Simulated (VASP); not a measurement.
The input files of a VASP run:

File POSCAR:
```
Na2S
4.6244780
  0.0000000000   0.7071068345   0.7071068345
  0.7071068345   0.0000000000   0.7071068345
  0.7071068345   0.7071068345   0.0000000000
Na S
2 1
Cartesian
  0.3535534173   0.3535534173   0.3535534173
  1.0606602518   1.0606602518   1.0606602518
  0.0000000000   0.0000000000   0.0000000000
```

**INCAR**
```
ALGO = Normal   ! blocked Davidson
LWAVE = .False.
BMIX = 1.0
GGA = PE   ! PBE
LREAL = .False.   ! projection in real space or not
EDIFF = 1E-6   ! SCF stop (eV)
LASPH = .True.   ! aspherical one-centre terms
SIGMA = 0.05   ! width (eV)
ISMEAR = 0   ! Gaussian
LCHARG = .False.
PREC = Accurate
NELM = 100   ! most electronic steps
ENCUT = 400   ! plane-wave cut-off (eV)
IMIX = 1
AMIX = 1.0
SYSTEM = Na2S
ISIF = 2
```

**KPOINTS**
```
Automatic mesh
0
Gamma
6 6 6
0 0 0
```

POTCAR, in this order: Na_pv S (PBE.64 set). Program: vasp_std.

**Question.** Write an equivalent input for Quantum ESPRESSO's pw.x.

**Answer.** One equivalent input (not run):
```
&CONTROL
  calculation = 'scf'
  pseudo_dir = './pseudo'
  outdir = './out'
  tprnfor = .true.
  tstress = .true.
/
&SYSTEM
  ibrav = 0
  nat = 3
  ntyp = 2
  ecutwfc = 88
  occupations = 'smearing'
  smearing = 'gaussian'
  degauss = 0.003675
  input_dft = 'pbe'
/
&ELECTRONS
  conv_thr = 7.3e-08
  electron_maxstep = 100
/
ATOMIC_SPECIES
  Na 22.990 Na.upf
  S 32.060 S.upf
CELL_PARAMETERS angstrom
     0.0000000    3.2700000    3.2700000
     3.2700000    0.0000000    3.2700000
     3.2700000    3.2700000    0.0000000
ATOMIC_POSITIONS crystal
  Na   0.2500000  0.2500000  0.2500000
  Na   0.7500000  0.7500000  0.7500000
  S    0.0000000  0.0000000  0.0000000
K_POINTS automatic
  6 6 6 0 0 0
```
Limits of the translation: the potentials are each code's own (VASP's PAW set, PseudoDojo norm-conserving files in pw.x), so ENCUT and ecutwfc are chosen apart and not converted; conv_thr bounds pw.x's estimated SCF error, while EDIFF bounds the energy change between steps.

The compound is Na2S in the antifluorite structure. The cell was not relaxed at this level. The run is one of a series of settings (AMIX = 1.0, BMIX = 1.0, IMIX = 1 against the base run), some of them coarse on purpose.
